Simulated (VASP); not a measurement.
A run of VASP 6.6.1 is set up as follows.

File INCAR:

```
PREC = Accurate
ENCUT = 520
EDIFF = 1E-7
ISMEAR = 0
SIGMA = 0.03
LREAL = F
LASPH = T
NELM = 120
ALGO = Normal
ISIF = 3
LWAVE = F
LCHARG = F
GGA = PE
IBRION = 2
NSW = 60
EDIFFG = -0.005
POTIM = 0.3
KPAR = 4
```

The input KPOINTS:

```
Automatic mesh
0
Gamma
  6 6 6
```

File POSCAR:

```
Be3CdSe4                                
1.0
    5.4520077176     -0.0000000000      0.0000000000
   -0.0000000000      5.4520077176     -0.0000000000
    0.0000000000      0.0000000000      5.4520077176
  Be              Cd              Se            
     3     1     4
Direct
     0.5000000000000000    0.0000000000000000    0.5000000000000000
     0.0000000000000000    0.5000000000000000    0.5000000000000000
     0.5000000000000000    0.5000000000000000    0.0000000000000000
     0.0000000000000000    0.0000000000000000    0.0000000000000000
     0.7271794889613407    0.7271794889613407    0.2728205110386595
     0.2728205110386595    0.2728205110386595    0.2728205110386595
     0.7271794889613407    0.2728205110386595    0.7271794889613407
     0.2728205110386595    0.7271794889613407    0.7271794889613407
```

Potentials or basis: VASP PAW PBE potentials, release 64 (Be, Cd, Se).

Run with:

```sh
$ cat potpaw_PBE.64/Be/POTCAR potpaw_PBE.64/Cd/POTCAR potpaw_PBE.64/Se/POTCAR > POTCAR
$ mpirun -np 4 vasp_std > vasp.out
```

Task: Estimate the space group after relaxing (to 0.05 Å).

Result: P-43m (No. 215).

Task: Estimate the relaxed volume.

Result: 20.25 Å³/atom.

Task: Estimate the relaxed cell.

Result: a = 5.451 Å, b = 5.451 Å, c = 5.451 Å, α = 90.00°, β = 90.00°, γ = 90.00°.

Task: What does it give for the band gap on the k mesh?

Result: 2.60 eV, direct.

Final structure:
```xyz
8
Lattice="5.4512 0.0000 0.0000 0.0000 5.4512 0.0000 0.0000 0.0000 5.4512" Properties=species:S:1:pos:R:3 pbc="T T T"
Be    2.7256    5.4512    2.7256
Be    5.4512    2.7256    2.7256
Be    2.7256    2.7256    5.4512
Cd    5.4512    5.4512    5.4512
Se    3.9641    3.9641    1.4871
Se    1.4871    1.4871    1.4871
Se    3.9641    1.4871    3.9641
Se    1.4871    3.9641    3.9641
```

A k mesh can miss the band edges. A hybrid or GW would open this gap; PBE tends to underestimate it.
